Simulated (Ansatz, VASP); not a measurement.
# Cross-check of ZnIn2Ga2O7 (glassy ZnIn2Ga2O7) between VASP and Ansatz, part 2 of 2

One calculation is typed for both programs; each brings its own data sets. How far apart do they land? Of the first pair: The structure shown is the start of the Ansatz relaxation below; VASP solves that cell, so the two are compared at the walk's first step.

VASP 6.6.1 and Ansatz 0.2.0.

So far. Step 3 (VASP: single point, LDA, start cell, pair 1): The run ends at a pressure of -0.84 GPa, with forces up to 0.22 eV/Å.

**6. VASP: single point, LDA, relaxed cell, pair 2**

Level of this step: LDA; plane waves and PAW (Ga_d, In_d, O, Zn) (VASP).

The same cell, functional (in two slightly different forms), mesh and smearing now go to VASP, with its own data sets.

File INCAR:

```
SYSTEM = ZnIn2Ga2O7
PREC = Accurate
ENCUT = 600
EDIFF = 1E-06
NELM = 120
ISMEAR = -1
SIGMA = 0.05
LREAL = Auto
ALGO = Normal
GGA = PW92
NBANDS = 922
LORBIT = 11
LWAVE = .FALSE.
LCHARG = .FALSE.
ISIF = 2
LASPH = .TRUE.
GGA_COMPAT = .FALSE.
EFERMI = MIDGAP
```

File POSCAR:

```
ZnIn2Ga2O7
1.0
   12.7600100000      0.0556700000     -0.0784200000
    0.0562300000     12.9583400000     -0.1085800000
   -0.0792000000     -0.1085800000     12.9198600000
Ga In O Zn
30 30 105 15
Direct
    0.2643700000      0.6308800000      0.7767800000
    0.4721100000      0.0771900000      0.8852500000
    0.3003700000      0.8749200000      0.1608800000
    0.0457800000      0.9958800000      0.9056000000
    0.8491200000      0.2471100000      0.0904500000
    0.3545800000      0.6733100000      0.0040500000
    0.4946500000      0.8914500000      0.0275200000
    0.0620000000      0.8024900000      0.7342100000
    0.6609200000      0.1180300000      0.6905100000
    0.7236400000      0.9094500000      0.5053600000
    0.3203700000      0.9180400000      0.4018600000
    0.9104600000      0.0643800000      0.2404300000
    0.1090800000      0.1153000000      0.3445400000
    0.5217300000      0.0145600000      0.4612000000
    0.2600000000      0.0519000000      0.9863900000
    0.2741300000      0.2521500000      0.1820600000
    0.5113800000      0.9224400000      0.6642700000
    0.7048000000      0.0186000000      0.3221400000
    0.9105400000      0.8302600000      0.3245600000
    0.9590200000      0.6806100000      0.1430000000
    0.8008200000      0.1194900000      0.8839300000
    0.6906400000      0.7502700000      0.6984100000
    0.1425200000      0.7797900000      0.9785900000
    0.7318400000      0.6816500000      0.3288100000
    0.6091800000      0.6820500000      0.1016100000
    0.0423500000      0.2095300000      0.8704500000
    0.5113100000      0.7717200000      0.4740000000
    0.5362500000      0.8738300000      0.2694800000
    0.9107600000      0.4054500000      0.9194300000
    0.9201400000      0.3016800000      0.3335000000
[... 144 atom lines left out ...]
    0.0456400000      0.5991600000      0.9089100000
    0.1879300000      0.6306900000      0.1587200000
    0.8177200000      0.6163000000      0.9744800000
    0.5812500000      0.5760000000      0.8792300000
    0.6098400000      0.3941100000      0.6782900000
    0.8412200000      0.9274600000      0.7387400000
```

File KPOINTS:

```
Automatic mesh
0
Gamma
1 1 1
0 0 0
```

Potentials, in the order of the species: Ga_d, In_d, O and Zn (LDA family, release 64).

On the command line:

```sh
$ export OMP_NUM_THREADS=4
$ mpirun -np 1 vasp_gam
```

Numbers of over 12 decimals in the logs are rounded to 6 here.

Output:

```text
[banner, memory and clock lines left out]
running    1 mpi-ranks, on    1 nodes
[...]
Offloading initialized ...    1 GPUs detected
[...]
[... a notice as in an earlier step ...]

 LDA part: xc-table for (Slater(with rela. corr.)+PW92), standard interpolation
 POSCAR, INCAR and KPOINTS ok, starting setup
[...]
entering main loop
       N       E                     dE             d eps       ncg     rms          rms(c)
DAV:   1     0.464167380362E+05    0.46417E+05   -0.65455E+05  1844   0.352E+03
DAV:   2     0.119091040821E+05   -0.34508E+05   -0.32768E+05  1852   0.109E+03
DAV:   3     0.102939109221E+04   -0.10880E+05   -0.10353E+05  2124   0.437E+02
DAV:   4    -0.105715687430E+04   -0.20865E+04   -0.20074E+04  2152   0.194E+02
[...]
DAV:  23    -0.112434074501E+04    0.35304E-06   -0.17645E-05  2160   0.171E-02    0.214E-02
DAV:  24    -0.112434074356E+04    0.14489E-05   -0.76560E-06  1704   0.168E-02    0.170E-02
DAV:  25    -0.112434074262E+04    0.93655E-06   -0.26949E-06  1256   0.114E-02
   1 F= -.11243407E+04 E0= -.11243407E+04  d E =-.777894E-04
```

From OUTCAR (step 6):

```text
  Total      -17.2572678     -2.1325345     -2.2049437     -0.1993399     -0.3410398     -0.5157313
  in kB      -12.9443249     -1.5995707     -1.6538833     -0.1495208     -0.2558070     -0.3868395
  external PRESSURE =      -5.3992596 kB  Pullay stress =       0.0000000 kB

  FREE ENERGIE OF THE ION-ELECTRON SYSTEM (eV)
  ---------------------------------------------------
  free  energy   TOTEN  =     -1124.3407426216 eV

  energy  without entropy=    -1124.3406648322  energy(sigma->0) =    -1124.34070373

[... 1 part as in an earlier step ...]

[... 2 further parts left out ...]
[key lines of the parts left out:]
E-fermi :   4.5585
```

The run ends at a pressure of -0.54 GPa, with forces up to 0.14 eV/Å.

**7. Differences**

What differs besides the data sets and the points named for the pairs above, as far as they apply: the cutoff is 420 eV in Ansatz and 600 eV in VASP (PREC = Accurate, projectors in real space). Total energies have different zeros and are not compared.

Both answers:

```
              quantity  Ansatz   VASP  difference
        pressure (GPa)   -1.26  -0.54       -0.72
gap on the k mesh (eV)   1.075  1.079      -0.005
```

Forces on 7 of the 180 atoms, those with the largest forces and the largest differences (eV/Å; atoms numbered as in POSCAR):

```
atom          Ansatz x, y, z            VASP x, y, z
O109  -0.004, -0.001, -0.005  -0.082, -0.043, -0.036
O110    -0.015, 0.004, 0.018   -0.104, -0.018, 0.092
O112     0.016, 0.002, 0.000     0.114, 0.052, 0.021
O118   -0.003, -0.012, 0.002   -0.085, -0.046, 0.035
O143     0.015, 0.005, 0.002    0.037, 0.093, -0.038
O147     0.005, 0.007, 0.002   0.073, -0.066, -0.012
O156   -0.019, 0.001, -0.002   -0.092, -0.001, 0.023
```

The forces differ by 28 meV/Å r.m.s., where the r.m.s. force is 0.010 eV/Å in Ansatz and 0.030 eV/Å in VASP: the atoms lie near their places of rest in Ansatz, so a percentage would say little (all taken over all components). A gap on the mesh is an upper bound, since the band edges may lie between its points.

**8. Outcome**

| Item | Value |
| --- | --- |
| r.m.s. force difference (single point, LDA, start cell, pair 1) | 29 meV/Å |
| r.m.s. force difference (single point, LDA, relaxed cell, pair 2) | 28 meV/Å |
| difference in pressure (single point, LDA, relaxed cell, pair 2) | -0.72 GPa |

What this shows: The r.m.s. force difference is 29 meV/Å (single point, LDA, start cell, pair 1), beyond the 12 meV/Å picked in this series as the mark of a large difference. What causes the difference of the single point, LDA, start cell, pair 1 pair stays open here. What causes the difference of the single point, LDA, relaxed cell, pair 2 pair stays open here. How closely two codes agree says nothing of how well the functional describes the real material.

[Lines on the potential files, build, host, timing and source positions are cut from VASP's logs without a mark.]

[Logs are printed without paths, hosts, clocks, repeated set-up lines and the standing remarks that a program may print on its own settings, such as how far it seeks lower states.]

[Hosts, paths, dates, database ids (printed as entryN), source tags and the programs' standing remarks are cut or masked in the printed files.]
